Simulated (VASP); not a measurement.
A convergence study with VASP on Ni3Al (L1_2): one setting is varied, all else stays as given below, so the limit is that of these other settings.

```xyz
4
Lattice="3.5700 0.0000 0.0000 0.0000 3.5700 0.0000 0.0000 0.0000 3.5700" Properties=species:S:1:pos:R:3 pbc="T T T"
Al     0.0000     0.0000     0.0000
Ni     0.0000     1.7850     1.7850
Ni     1.7850     0.0000     1.7850
Ni     1.7850     1.7850     0.0000
```
Starting moments (μB, in the order of the record's atoms Al Ni Ni Ni): 0.0 0.5 0.5 0.5.

Calculation: PBE GGA, VASP's PBE PAW potentials (set 64) (plane waves; VASP 6.6.1). The tightest run used: 550 eV cut-off, 14×14×14 Monkhorst-Pack mesh, first-order Methfessel-Paxton smearing of 0.10 eV, potentials Al Ni.

| setting | E (eV/atom) | pressure (GPa) | moment (μB) | irreducible k-points |
|---|---|---|---|---|
| 1×1×1 mesh | -3.6373 | 23.31 | -1.000 | 1 |
| 2×2×2 mesh | -5.2755 | 2.06 | 1.010 | 1 |
| 3×3×3 mesh | -5.4480 | 0.59 | 0.402 | 4 |

These are the cheaper rows. Estimate the results at 14×14×14 mesh, and how far the last row shown lies from them.

```json
[
 {"quantity": "E (eV/atom)", "tightest run": "-5.4742", "last row shown is off by": "0.0262"},
 {"quantity": "pressure (GPa)", "tightest run": "-0.49", "last row shown is off by": "1.08"},
 {"quantity": "moment (μB)", "tightest run": "0.746", "last row shown is off by": "-0.345"}
]
```

Left out are rungs that failed or repeat a setting and relaxations that didn't move; long series are thinned to 24 rows.

The compound is Ni3Al in the L1_2 structure. The cell was not relaxed at this level. The spin order is the one that the start imposed; others were not tried in this run.
